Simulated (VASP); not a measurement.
Given:

```
ZrS2
1.0
    1.88996    -3.27350     0.00000
    1.88996     3.27350     0.00000
    0.00000     0.00000     6.02861
Zr S
1 2
Direct
  0.00000   0.00000   0.00000
  0.33333   0.66667   0.24061
  0.66667   0.33333   0.75939
```

These are vdW-DF2, VASP's PBE PAW potentials (set 64) (plane waves; VASP) values and carry that method's errors. Settings: 520 eV cut-off, Gaussian smearing of 0.050 eV, potentials Zr_sv S.

### Question
Give the energies of bands 7 to 15 at the high-symmetry points, in eV from the valence-band maximum.

### Answer

```
band      Γ      M      K      A      L      H
----  -----  -----  -----  -----  -----  -----
7     -3.94  -3.96  -3.18  -3.00  -4.06  -3.17
8     -2.68  -2.37  -3.03  -2.64  -2.91  -3.17
9     -2.68  -2.35  -3.03  -2.64  -2.48  -2.88
10    -0.20  -2.19  -1.87  -1.57  -2.05  -1.82
11    -0.20  -1.63  -1.87  -0.31  -1.01  -1.65
12    -0.01  -1.23  -1.36  -0.31  -0.73  -1.65
13     1.49   1.19   2.00   1.47   1.07   2.09
14     1.49   2.87   2.89   1.47   2.86   2.69
15     2.28   3.08   2.89   2.51   3.08   2.69
```

The gap is indirect, 1.07 eV, from the valence maximum at K-Γ at 0.89 to the conduction minimum at L.

Measured: gap 1.70 eV (computed value off by -0.63 eV), as given by Miłosz Rybak et al., Nanomaterials (2022), arXiv:2210.12074.

The compound is ZrS2 in the 1T layered structure. It was relaxed first, which changed the volume by +10 %.
